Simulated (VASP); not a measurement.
OSZICAR of a VASP run on BW₂ (space group P4/nmm):

**OSZICAR**
```
       N       E                     dE             d eps       ncg     rms          rms(c)
DAV:   1     0.635189578392E+03    0.63519E+03   -0.31259E+04   936   0.150E+03
DAV:   2    -0.278663458578E+02   -0.66306E+03   -0.64753E+03   952   0.492E+02
DAV:   3    -0.645039938047E+02   -0.36638E+02   -0.35014E+02  1166   0.105E+02
DAV:   4    -0.656457246844E+02   -0.11417E+01   -0.11192E+01  1104   0.166E+01
DAV:   5    -0.656762038162E+02   -0.30479E-01   -0.30357E-01  1155   0.266E+00    0.305E+01
DAV:   6    -0.626691701049E+02    0.30070E+01   -0.23005E+01  1137   0.267E+01    0.117E+01
DAV:   7    -0.629761655014E+02   -0.30700E+00   -0.21659E+01  1127   0.218E+01    0.837E+00
DAV:   8    -0.616002889511E+02    0.13759E+01   -0.85563E+00  1118   0.118E+01    0.236E+00
DAV:   9    -0.615463646465E+02    0.53924E-01   -0.44365E-01  1102   0.391E+00    0.861E-01
DAV:  10    -0.615386893736E+02    0.76753E-02   -0.57551E-02  1206   0.124E+00    0.430E-01
DAV:  11    -0.615367063658E+02    0.19830E-02   -0.11110E-02  1091   0.527E-01    0.114E-01
DAV:  12    -0.615366953840E+02    0.10982E-04   -0.75186E-04  1131   0.247E-01    0.286E-02
DAV:  13    -0.615366855959E+02    0.97881E-05   -0.10870E-04  1104   0.692E-02    0.873E-03
DAV:  14    -0.615366856012E+02   -0.52569E-08   -0.53917E-06   875   0.148E-02
   1 F= -.61536686E+02 E0= -.61504293E+02  d E =-.647845E-01
```

Question: Which electronic solver shows in the log?

Answer: It is blocked Davidson (ALGO = Normal, or the opening steps of other solvers). The INCAR had ALGO = Normal.

Question: Can the final energy be trusted as converged?

Answer: The calculation finished and met its thresholds. It stopped with EDIFF = 1E-6, NELM = 100 (LDA (Ceperley-Alder, Perdew-Zunger), plane waves, VASP's LDA PAW potentials (set 64)).

The structure was generated: BW2 was put into an ordered model structure, which need not be its known phase. The cell was not relaxed at this level. The k-mesh is coarse (spacing up to 0.37 per Å, 2π included), so the numbers may not be converged in it. The run is one of a series of settings (GGA removed, POTCAR W_sv B (LDA.64 set) against the base run), some of them coarse on purpose.
